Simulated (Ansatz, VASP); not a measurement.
# Cross-check of NaVSe3 between VASP and Ansatz, part 2 of 2

Aim: how closely do two programs agree when they are given the same cell, functional and k mesh? The cell is generated by rule, not measured, and may not be a known phase. The cell is taken from a series of runs on this material, whose earlier steps may have relaxed, scaled, displaced or heated it; both programs get it as it stands.

VASP 6.6.1 and Ansatz 0.2.0.

So far: Set-up; VASP: relaxation of cell and atoms, PBE, pair 1; Ansatz: relaxation of cell and atoms, PBE, pair 1; Comparison.

**5. VASP: relaxation of cell and atoms, PBE, pair 2**

Level of this step: PBE, no spin polarisation; plane waves and PAW (Na_pv, V_sv, Se); invented cell (VASP).

The relaxed volume is the usual yardstick between codes: in a stiff, nearly cubic crystal its relative difference is about their pressure difference at one cell divided by the bulk modulus. This pair takes another cell of the material, with 10 atoms against 5 for the pair before.

INCAR

```
SYSTEM = NaVSe3
PREC = Accurate
ENCUT = 500
EDIFF = 1E-07
NELM = 120
ISMEAR = 1
SIGMA = 0.15
LREAL = .FALSE.
ALGO = Normal
GGA = PE
NBANDS = 48
LASPH = .TRUE.
LORBIT = 11
LWAVE = .FALSE.
LCHARG = .FALSE.
ISIF = 3
IBRION = 2
NSW = 80
EDIFFG = -0.005
GGA_COMPAT = .FALSE.
NELMIN = 4
KPAR = 2
```

POSCAR

```
NaVSe3
1.0
    4.8990130000      4.8990130000      0.0000000000
    4.8990130000      0.0000000000      4.8990130000
    4.8990130000      0.0000000000     -4.8990130000
Na V Se
2 2 6
Direct
    0.0000000000      0.0000000000      0.0000000000
    0.0000000000      0.5000000000      0.5000000000
    0.5000000000      0.2500000000      0.7500000000
    0.5000000000      0.7500000000      0.2500000000
    0.5000000000      0.5000000000      0.5000000000
    0.5000000000      0.0000000000      0.0000000000
    0.9836701801      0.5081649100      0.0081649100
    0.0163298199      0.9918350900      0.4918350900
    0.5000000000      0.4918350900      0.9918350900
    0.5000000000      0.0081649100      0.5081649100
```

KPOINTS

```
Automatic mesh
0
Gamma
6 6 6
0 0 0
```

The projector-augmented-wave data sets are Na_pv, V_sv and Se (PBE family, release 64).

Run with:

```
mpirun -np 2 vasp_std
```

Numbers of over 12 decimals in the logs are rounded to 6 here.

Output:

```text
[banner, memory and clock lines left out]
running    2 mpi-ranks, on    1 nodes
[...]
LDA part: xc-table for (Slater+PW92), standard interpolation
 POSCAR, INCAR and KPOINTS ok, starting setup
[...]
entering main loop
       N       E                     dE             d eps       ncg     rms          rms(c)
DAV:   1     0.814006976644E+03    0.81401E+03   -0.36959E+04  3240   0.149E+03
DAV:   2     0.472687320862E+02   -0.76674E+03   -0.74266E+03  2952   0.421E+02
DAV:   3    -0.512941461091E+02   -0.98563E+02   -0.91526E+02  3960   0.140E+02
DAV:   4    -0.565042191453E+02   -0.52101E+01   -0.51438E+01  3288   0.293E+01
[...]
DAV:  16    -0.463792101067E+02    0.13178E-05   -0.90342E-06  3464   0.129E-02    0.947E-03
DAV:  17    -0.463792088902E+02    0.12165E-05   -0.32783E-06  3496   0.847E-03    0.483E-03
DAV:  18    -0.463792087972E+02    0.92991E-07   -0.31401E-07  2728   0.327E-03
   1 F= -.46379209E+02 E0= -.46382791E+02  d E =-.463792E+02
[... from here on, the cycles between the ionic steps are left out ...]
   2 F= -.46380959E+02 E0= -.46384500E+02  d E =-.175011E-02
   3 F= -.46380971E+02 E0= -.46384516E+02  d E =-.176203E-02
   4 F= -.46381386E+02 E0= -.46384800E+02  d E =-.415400E-03
   5 F= -.46381679E+02 E0= -.46384866E+02  d E =-.708178E-03
   6 F= -.46381681E+02 E0= -.46384846E+02  d E =-.709952E-03
   7 F= -.46381722E+02 E0= -.46384828E+02  d E =-.411691E-04
 trial-energy change:   -0.000041  1 .order   -0.000042   -0.000058   -0.000025
 step:   2.4910(harm=  2.3357)  dis= 0.00176  next Energy=   -46.381732 (dE=-0.515E-04)
 reached required accuracy - stopping structural energy minimisation
```

Parts of OUTCAR (step 5):

```text
  Total       -0.0380484     -0.0380484      0.0242964      0.0000000      0.0000000     -0.0000000
  in kB       -0.2583676     -0.2583676      0.1649844      0.0000000      0.0000000     -0.0000000
  external PRESSURE =      -0.1172503 kB  Pullay stress =       0.0000000 kB

 POSITION                                       TOTAL-FORCE (eV/Angst)
 -----------------------------------------------------------------------------------
      4.91127      4.91127     -0.00000        -0.000000      0.000000      0.000000
      9.82255      4.91127      0.00000        -0.000000      0.000000      0.000000
      7.36691      2.45564     -2.44546        -0.000000     -0.000000      0.000000
      7.36691      2.45564      2.44546        -0.000000     -0.000000      0.000000
      7.36691      2.45564      0.00000        -0.000000     -0.000000     -0.000000
      2.45564      2.45564     -0.00000        -0.000000      0.000000     -0.000000
      7.36691      4.84123      2.44546        -0.000000      0.004227      0.000000
      7.36691      0.07004      2.44546        -0.000000     -0.004227      0.000000
      9.75251      2.45564     -2.44546         0.004227      0.000000      0.000000
      4.98132      2.45564     -2.44546        -0.004227     -0.000000      0.000000
 -----------------------------------------------------------------------------------
    total drift:                                0.000000      0.000000     -0.000000

  FREE ENERGIE OF THE ION-ELECTRON SYSTEM (eV)
  ---------------------------------------------------
  free  energy   TOTEN  =       -46.3817219475 eV

  energy  without entropy=      -46.3910412985  energy(sigma->0) =      -46.38482840

[... 1 part as in an earlier step ...]

[... 3 further parts left out ...]
[key lines of the parts left out:]
E-fermi :   3.3758
```

The run keeps the 16 symmetry operations of its start, so it cannot find a distortion of lower symmetry.

**6. Ansatz: relaxation of cell and atoms, PBE, pair 2**

The same cell, functional, mesh and smearing now go to Ansatz, which takes its cutoff from its data sets.

The cell is taken from a series of runs on this material, whose earlier steps may have relaxed, scaled, displaced or heated it; both programs get it as it stands.

input.yaml

```yaml
crystal:
  lattice:
    - [4.8990130555, 4.8990130555, 0.0]
    - [4.8990130555, 0.0, 4.8990130555]
    - [4.8990130555, 0.0, -4.8990130555]
  atoms:
    - { symbol: Na, position: [0.0, 0.0, 1.0] }
    - { symbol: Na, position: [0.0, 0.5, 0.5] }
    - { symbol: V, position: [0.5, 0.25, 0.75] }
    - { symbol: V, position: [0.5, 0.75, 0.25] }
    - { symbol: Se, position: [0.5, 0.5, 0.5] }
    - { symbol: Se, position: [0.5, 0.0, 0.0] }
    - { symbol: Se, position: [-0.0163298197, 0.5081649099, 0.0081649099] }
    - { symbol: Se, position: [0.0163298197, -0.0081649099, 0.4918350901] }
    - { symbol: Se, position: [0.5, 0.4918350901, -0.0081649099] }
    - { symbol: Se, position: [0.5, 0.0081649099, 0.5081649099] }
kpoints:
  mp_grid: { grid: [6, 6, 6] }
hamiltonian:
  xc: pbe
scf:
  occupations: { method: methfessel_paxton, width: 0.15 }
output:
  forces: true
  stress: true
  eigenvalues: true
relax:
  adjacent_minimum: "off"
  f_tol: 0.002
  max_steps: 120
  cell: { stress_tol: 0.03 }
```

Run with:

```
ansatz run input.yaml --threads 8 --pin off --max-ram 14336MiB --backend cpu --events-out ev --progress --plain --runs-dir out
```

Output:

```text
[...]
Crystal: 10 atoms, lattice volume = 235.156 Å³
Basis set: ecut = 420 eV, 4645 PW (Γ), exchange–correlation on 96×96×96 points (8 copies of the dense FFT grid, shifted against one another)
Bands: 84, of which v1, the nominal top of the filled ones, is band 70 counted from 1 (69 counted from 0)
Symmetry: 16 space group operations
[...]
k-points: 30 of 216
[...]
- { symbol: Na, position: [0, 0.5, 0.5] }
    - { symbol: V, position: [0.5, 0.250000, 0.75] }
    - { symbol: V, position: [0.5, 0.75, 0.250000] }
    - { symbol: Se, position: [0.5, 0.5, 0.5] }
    - { symbol: Se, position: [0.5, 0, 0] }
    - { symbol: Se, position: [-0.014274, 0.507137, 0.00713703] }
    - { symbol: Se, position: [0.014274, -0.00713703, 0.492863] }
    - { symbol: Se, position: [0.5, 0.492863, -0.00713703] }
    - { symbol: Se, position: [0.5, 0.00713703, 0.507137] }
[key lines of the parts left out:]
SCF converged after 7 iterations
Free energy (F): -41616.881045 eV
Fermi energy:    7.529899 eV
P = ⅓ Tr σ = -0.0058 GPa (-0.058 kbar)
```

**7. Side by side**

What differs besides the data sets and the points named for the pairs above, as far as they apply: the data sets hold 140 valence electrons in Ansatz (on its default PAW (the set named soft_2) files) and 76 in VASP. Total energies have different zeros and are not compared.

Both answers:

| quantity | Ansatz | VASP | difference |
| --- | --- | --- | --- |
| volume (Å³) | 235.72 | 235.94 | -0.09 % |
| edge a after relaxation, in the typed setting (Å) | 6.941 | 6.946 | -0.06 % |
| edge b after relaxation, in the typed setting (Å) | 6.930 | 6.931 | -0.02 % |

**8. Ansatz: relaxation of cell and atoms, PBE, pair 3**

The relaxed volume is the usual yardstick between codes: in a stiff, nearly cubic crystal its relative difference is about their pressure difference at one cell divided by the bulk modulus.

The cell is taken from a series of runs on this material, whose earlier steps may have relaxed, scaled, displaced or heated it; both programs get it as it stands.

input.yaml, the sections that differ from step 6:

```yaml
crystal:
  lattice:
    - [4.8990130555, 4.8990130555, 0.0]
    - [4.8990130555, 0.0, 4.8990130555]
    - [4.8990130555, 0.0, -4.8990130555]
  atoms:
    - { symbol: Na, position: [0.0, 0.0, 1.0] }
    - { symbol: Na, position: [0.0, 0.5, 0.5] }
    - { symbol: V, position: [0.5, 0.25, 0.75] }
    - { symbol: V, position: [0.5, 0.75, 0.25] }
    - { symbol: Se, position: [0.5, 0.4959175451, 0.5040824549] }
    - { symbol: Se, position: [0.5, 0.0040824549, -0.0040824549] }
    - { symbol: Se, position: [-0.0163298197, 0.5081649099, 0.0081649099] }
    - { symbol: Se, position: [0.0163298197, -0.0081649099, 0.4918350901] }
    - { symbol: Se, position: [0.5, 0.4959175451, -0.0040824549] }
    - { symbol: Se, position: [0.5, 0.0040824549, 0.5040824549] }
# kpoints, hamiltonian, scf, output, relax: as in step 6
```

Output:

```text
[...]
Crystal: 10 atoms, lattice volume = 235.156 Å³
Basis set: ecut = 420 eV, 4645 PW (Γ), exchange–correlation on 96×96×96 points (8 copies of the dense FFT grid, shifted against one another)
Bands: 84, of which v1, the nominal top of the filled ones, is band 70 counted from 1 (69 counted from 0)
Symmetry: 16 space group operations
[...]
k-points: 30 of 216
[...]
- { symbol: V, position: [0.500000, 0.250000, 0.75] }
    - { symbol: V, position: [0.500000, 0.75, 0.250000] }
    - { symbol: Se, position: [0.500000, 0.496015, 0.503985] }
    - { symbol: Se, position: [0.500000, 0.00398502, -0.00398502] }
    - { symbol: Se, position: [-0.015977, 0.507988, 0.00798845] }
    - { symbol: Se, position: [0.015977, -0.00798845, 0.492012] }
    - { symbol: Se, position: [0.500000, 0.496015, -0.00398502] }
    - { symbol: Se, position: [0.500000, 0.00398502, 0.503985] }
[key lines of the parts left out:]
SCF converged after 7 iterations
Free energy (F): -41616.880641 eV
Fermi energy:    7.533549 eV
P = ⅓ Tr σ = -0.0002 GPa (-0.002 kbar)
```

**9. VASP: relaxation of cell and atoms, PBE, pair 3**

The same cell, functional, mesh and smearing now go to VASP, with its own data sets.

INCAR is that of step 5.

POSCAR

```
NaVSe3
1.0
    4.8990130000      4.8990130000      0.0000000000
    4.8990130000      0.0000000000      4.8990130000
    4.8990130000      0.0000000000     -4.8990130000
Na V Se
2 2 6
Direct
    0.0000000000      0.0000000000      0.0000000000
    0.0000000000      0.5000000000      0.5000000000
    0.5000000000      0.2500000000      0.7500000000
    0.5000000000      0.7500000000      0.2500000000
    0.5000000000      0.4959175450      0.5040824550
    0.5000000000      0.0040824550      0.9959175450
    0.9836701801      0.5081649100      0.0081649100
    0.0163298199      0.9918350900      0.4918350900
    0.5000000000      0.4959175450      0.9959175450
    0.5000000000      0.0040824550      0.5040824550
```

KPOINTS is that of step 5.

Run with:

```
mpirun -np 2 vasp_std
```

Output:

```text
[... set-up lines as in an earlier step ...]
 entering main loop
       N       E                     dE             d eps       ncg     rms          rms(c)
DAV:   1     0.816031721655E+03    0.81603E+03   -0.37018E+04  3224   0.149E+03
DAV:   2     0.472145087640E+02   -0.76882E+03   -0.74445E+03  2936   0.421E+02
DAV:   3    -0.511454346774E+02   -0.98360E+02   -0.91658E+02  3904   0.140E+02
DAV:   4    -0.565418102811E+02   -0.53964E+01   -0.53317E+01  3304   0.303E+01
[...]
DAV:  17    -0.463806634615E+02   -0.32821E-06   -0.75464E-06  3552   0.134E-02    0.105E-02
DAV:  18    -0.463806620583E+02    0.14033E-05   -0.26004E-06  3160   0.733E-03    0.327E-03
DAV:  19    -0.463806620022E+02    0.56089E-07   -0.27389E-07  2704   0.265E-03
   1 F= -.46380662E+02 E0= -.46383590E+02  d E =-.463807E+02
[...]
2 F= -.46381275E+02 E0= -.46384223E+02  d E =-.612643E-03
[...]
3 F= -.46381286E+02 E0= -.46384232E+02  d E =-.623640E-03
[...]
4 F= -.46381361E+02 E0= -.46384275E+02  d E =-.751880E-04
[...]
5 F= -.46381386E+02 E0= -.46384267E+02  d E =-.100223E-03
[...]
6 F= -.46381389E+02 E0= -.46384258E+02  d E =-.359890E-05
 trial-energy change:   -0.000004  1 .order   -0.000004   -0.000006   -0.000001
 step:   1.4918(harm=  1.4918)  dis= 0.00039  next Energy=   -46.381390 (dE=-0.402E-05)
 reached required accuracy - stopping structural energy minimisation
```

From OUTCAR (step 9):

```text
  Total       -0.0014580     -0.0066919     -0.0014580      0.0000000     -0.0000000      0.0000000
  in kB       -0.0099058     -0.0454645     -0.0099058      0.0000000     -0.0000000      0.0000000
  external PRESSURE =      -0.0217587 kB  Pullay stress =       0.0000000 kB

 POSITION                                       TOTAL-FORCE (eV/Angst)
 -----------------------------------------------------------------------------------
      4.89918      4.91259      0.00000         0.000000     -0.000000      0.000000
      9.79836      4.91259      0.00000        -0.000000     -0.000000      0.000000
      7.34877      2.45629     -2.44959        -0.000000     -0.000000     -0.000000
      7.34877      2.45629      2.44959        -0.000000     -0.000000      0.000000
      7.34877      2.45629     -0.03875         0.000000     -0.000000      0.001059
      7.34877      2.45629     -4.86043         0.000000     -0.000000     -0.001059
      7.34877      4.83466      2.44959        -0.000000      0.002654      0.000000
      7.34877      0.07793      2.44959         0.000000     -0.002654      0.000000
      9.75962      2.45629     -2.44959         0.001059      0.000000      0.000000
      4.93793      2.45629     -2.44959        -0.001059      0.000000      0.000000
 -----------------------------------------------------------------------------------
    total drift:                                0.000000      0.000000     -0.000000

  FREE ENERGIE OF THE ION-ELECTRON SYSTEM (eV)
  ---------------------------------------------------
  free  energy   TOTEN  =       -46.3813894638 eV

  energy  without entropy=      -46.3899953334  energy(sigma->0) =      -46.38425809

[... 2 parts as in an earlier step ...]

[... 2 further parts left out ...]
[key lines of the parts left out:]
E-fermi :   3.3780
```

**10. Differences**

What differs besides the data sets and the points named for the pairs above, as far as they apply: the data sets hold 140 valence electrons in Ansatz (on its default PAW (the set named soft_2) files) and 76 in VASP. Total energies have different zeros and are not compared.

Compared:

| quantity | Ansatz | VASP | difference |
| --- | --- | --- | --- |
| volume (Å³) | 235.63 | 235.82 | -0.08 % |
| edge a after relaxation, in the typed setting (Å) | 6.936 | 6.938 | -0.03 % |
| edge b after relaxation, in the typed setting (Å) | 6.927 | 6.928 | -0.03 % |

**11. Summary of results**

```
difference in volume (relaxation of cell and atoms, PBE, pair 1) : -0.13 %
difference in volume (relaxation of cell and atoms, PBE, pair 2) : -0.094 %
difference in volume (relaxation of cell and atoms, PBE, pair 3) : -0.084 %
```

What this shows: The difference in volume is -0.13 % (relaxation of cell and atoms, PBE, pair 1), within the 1.2 % picked in this series as the mark of a large difference, as far as the stopping tolerances let one tell. The data sets hold unlike numbers of valence electrons (70 in Ansatz and 38 in VASP and 140 in Ansatz and 76 in VASP), so part of the differences comes from the potentials. 2 further runs of this series are not shown here. Such differences can come from data sets, numerical settings and the points named under the comparisons, not from the functional's error against experiment.

[Lines on the potential files, build, host, timing and source positions are cut from VASP's logs without a mark.]

[Logs are printed without paths, hosts, clocks, repeated set-up lines and the standing remarks that a program may print on its own settings, such as how far it seeks lower states.]

[Hosts, paths, dates, database ids (printed as entryN), source tags and the programs' standing remarks are cut or masked in the printed files.]
